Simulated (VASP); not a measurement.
A run of VASP 6.6.1 is set up as follows.

POSCAR

```
GaB
1.0
    2.7182400000      0.0000000000      0.0000000000
    0.0000000000      2.7182400000      0.0000000000
    0.0000000000      0.0000000000      3.2362100000
Ga B
1 1
Direct
    0.5000000000      0.5000000000      0.5000000000
    0.0000000000      0.0000000000      0.0000000000
```

Contents of INCAR.step1:

```
SYSTEM = GaB
PREC     = Accurate       ! precision mode
ENCUT    = 520            ! plane-wave cutoff, eV
EDIFF    = 1E-6           ! SCF threshold, eV
ISMEAR   = 0              ! smearing method
SIGMA    = 0.02           ! smearing width, eV
LREAL    = .False.        ! projectors in reciprocal space
LASPH    = .True.         ! aspherical terms in the spheres
NELM     = 100            ! most SCF steps
ALGO     = Fast           ! electronic algorithm
ISIF     = 2              ! what is computed and relaxed
LWAVE    = .True.         ! write WAVECAR
LCHARG   = .True.         ! write CHGCAR
GGA      = PE             ! functional
```

INCAR.step2

```
SYSTEM = GaB
PREC     = Accurate       ! precision mode
ENCUT    = 520            ! plane-wave cutoff, eV
EDIFF    = 1E-6           ! SCF threshold, eV
ISMEAR   = 0              ! smearing method
SIGMA    = 0.02           ! smearing width, eV
LREAL    = .False.        ! projectors in reciprocal space
LASPH    = .True.         ! aspherical terms in the spheres
NELM     = 100            ! most SCF steps
ALGO     = Fast           ! electronic algorithm
ISIF     = 2              ! what is computed and relaxed
LWAVE    = .False.        ! write WAVECAR
LCHARG   = .False.        ! write CHGCAR
GGA      = PE             ! functional
ISTART   = 1            
ICHARG   = 11             ! starting density
ISYM     = -1           
NUM_WANN = 8            
LSCDM    = .True.
```

The input KPOINTS:

```
regular mesh
0
Gamma
  5 5 4
  0 0 0
```

KPOINTS_OPT

```
path GXMGZRAZ,XR,MA
12
line-mode
reciprocal
 0.0000000000  0.0000000000  0.0000000000  G
 0.0000000000  0.5000000000  0.0000000000  X

 0.0000000000  0.5000000000  0.0000000000  X
 0.5000000000  0.5000000000  0.0000000000  M

 0.5000000000  0.5000000000  0.0000000000  M
 0.0000000000  0.0000000000  0.0000000000  G

 0.0000000000  0.0000000000  0.0000000000  G
 0.0000000000  0.0000000000  0.5000000000  Z

 0.0000000000  0.0000000000  0.5000000000  Z
 0.0000000000  0.5000000000  0.5000000000  R

 0.0000000000  0.5000000000  0.5000000000  R
 0.5000000000  0.5000000000  0.5000000000  A

 0.5000000000  0.5000000000  0.5000000000  A
 0.0000000000  0.0000000000  0.5000000000  Z

 0.0000000000  0.5000000000  0.0000000000  X
 0.0000000000  0.5000000000  0.5000000000  R

 0.5000000000  0.5000000000  0.0000000000  M
 0.5000000000  0.5000000000  0.5000000000  A
```

KPOINTS_WAN

```
path GXMGZRAZ,XR,MA
12
line-mode
reciprocal
 0.0000000000  0.0000000000  0.0000000000  G
 0.0000000000  0.5000000000  0.0000000000  X

 0.0000000000  0.5000000000  0.0000000000  X
 0.5000000000  0.5000000000  0.0000000000  M

 0.5000000000  0.5000000000  0.0000000000  M
 0.0000000000  0.0000000000  0.0000000000  G

 0.0000000000  0.0000000000  0.0000000000  G
 0.0000000000  0.0000000000  0.5000000000  Z

 0.0000000000  0.0000000000  0.5000000000  Z
 0.0000000000  0.5000000000  0.5000000000  R

 0.0000000000  0.5000000000  0.5000000000  R
 0.5000000000  0.5000000000  0.5000000000  A

 0.5000000000  0.5000000000  0.5000000000  A
 0.0000000000  0.0000000000  0.5000000000  Z

 0.0000000000  0.5000000000  0.0000000000  X
 0.0000000000  0.5000000000  0.5000000000  R

 0.5000000000  0.5000000000  0.0000000000  M
 0.5000000000  0.5000000000  0.5000000000  A
```

Potentials or basis: VASP PAW PBE potentials, release 64 (Ga_d, B).

Launch:

```sh
$ cat potpaw_PBE.64/Ga_d/POTCAR potpaw_PBE.64/B/POTCAR > POTCAR
$ cp INCAR.step1 INCAR
$ mpirun -np 1 vasp_std > vasp.out
$ cp INCAR.step2 INCAR
$ mpirun -np 1 vasp_std > vasp.out
```

(1) What does it give for the band gap along the path?

## Answers

(1) none (metal or under the smearing width).

Caveat: the k mesh is coarse (spacing up to 0.49 Å⁻¹), so the values aren't converged.
